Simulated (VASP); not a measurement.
Crystal: PbSe.

```
Pb Se
1.0
     0.00000    3.06000    3.06000
     3.06000    0.00000    3.06000
     3.06000    3.06000    0.00000
Pb Se
1 1
Direct
  0.00000 0.00000 0.00000
  0.50000 0.50000 0.50000
```

The cell was built by a generator and needn't be a form met in nature.

```yaml
Program: VASP 6.6.1
Task: relaxation of cell and atoms
Functional: LDA
Potentials_or_basis: VASP PAW LDA potentials, release 64 (Pb_d, Se)
Cutoff: 600 eV
k_mesh: 10 × 10 × 10
Occupations: gaussian, width 0.02 eV
Spin: no spin polarisation
```

At the start: pressure -1.9 GPa; volume 28.65 Å³/atom.

Task: Where does the relaxation end?

Result: Over 3 steps the energy falls by 6.2 meV/atom and the volume is 27.64 Å³/atom (-3.5 %); space group Fm-3m (No. 225, to 0.05 Å).

Step by step:
| step | energy change (eV) | largest force (eV/Å) | pressure (GPa) | volume (Å³) |
| --- | --- | --- | --- | --- |
| 1 | 0.0000 | 0.0000 | -1.94 | 57.31 |
| 2 | -0.0104 | 0.0000 | 0.84 | 54.48 |
| 3 | -0.0125 | 0.0000 | 0.00 | 55.28 |

Final structure:
```
CELL_PARAMETERS angstrom
0.00000 3.02359 3.02359
3.02359 0.00000 3.02359
3.02359 3.02359 0.00000
ATOMIC_POSITIONS crystal
Pb 0.00000 0.00000 0.00000
Se 0.50000 0.50000 0.50000
```
